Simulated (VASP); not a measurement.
Input:

```
HfN
1.0
    3.09681     0.00000     0.00000
   -1.54841     2.68192     0.00000
    0.00000     0.00000     5.34858
Hf N
2 2
Direct
  0.66667   0.33333   0.75000
  0.33333   0.66667   0.25000
  0.00000   0.00000   0.00000
  0.00000   0.00000   0.50000
```

All values below come from LDA (Ceperley-Alder, Perdew-Zunger), VASP's LDA PAW potentials (set 64) (plane waves; VASP 6.6.1). Run with 520 eV cut-off, Gaussian smearing of 0.050 eV, potentials Hf_pv N.

Problem. Give the energies of bands 9 to 18 at the high-symmetry points, in eV from the Fermi level.

Solution. 
```csv
band,Γ,M,K,A,L,H
9,-8.84,-8.40,-6.15,-6.05,-6.60,-7.44
10,-4.90,-6.02,-6.10,-6.05,-6.60,-7.44
11,-4.90,-5.85,-6.10,-4.55,-5.66,-5.12
12,-3.72,-5.69,-6.01,-4.55,-5.66,-5.12
13,-3.72,-3.28,-6.01,-4.55,-4.61,-4.33
14,-1.73,-2.93,-3.40,-4.55,-4.61,-4.33
15,-0.75,-2.45,0.08,1.88,-0.26,0.50
16,0.64,2.55,0.08,1.88,-0.26,0.50
17,0.64,2.87,4.38,2.93,4.88,3.04
18,1.38,4.55,4.38,2.94,4.88,3.04
```

It has no gap at this level: it comes out as a metal or semimetal.

The structure comes from a computed database's HfN entry (P6_3/mmc); how it stands against other phases isn't given here. It was relaxed first.
